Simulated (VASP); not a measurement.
Energy against volume of SrVO3 (cubic perovskite). Method: PBE GGA with D4 dispersion, VASP's PBE PAW potentials (set 64) (plane waves; VASP). Numerical set-up: 520 eV cut-off, 8×8×8 Γ-centred mesh, first-order Methfessel-Paxton smearing of 0.10 eV, potentials Sr_sv V_sv O.

| V (Å³/atom) | E (eV/atom) |
|---|---|
| 10.645 | -8.03379 |
| 10.985 | -8.05540 |
| 11.325 | -8.06285 |
| 11.664 | -8.05824 |

### Question
Fit these four points and predict the energy of the run at 12.004 Å³/atom.

### Answer
A cubic in V^(−2/3), the third-order Birch-Murnaghan form, passes through the four points with V0 = 11.36 Å³/atom and B0 = 187 GPa, and gives -8.0433 eV/atom there. The run gave -8.0434 eV/atom, -0.1 meV/atom from the fit; all five points give B0 = 187 GPa.

The compound is SrVO3 in the cubic perovskite structure. It was relaxed first. The run is not spin-polarised, so no magnetic state was tried.
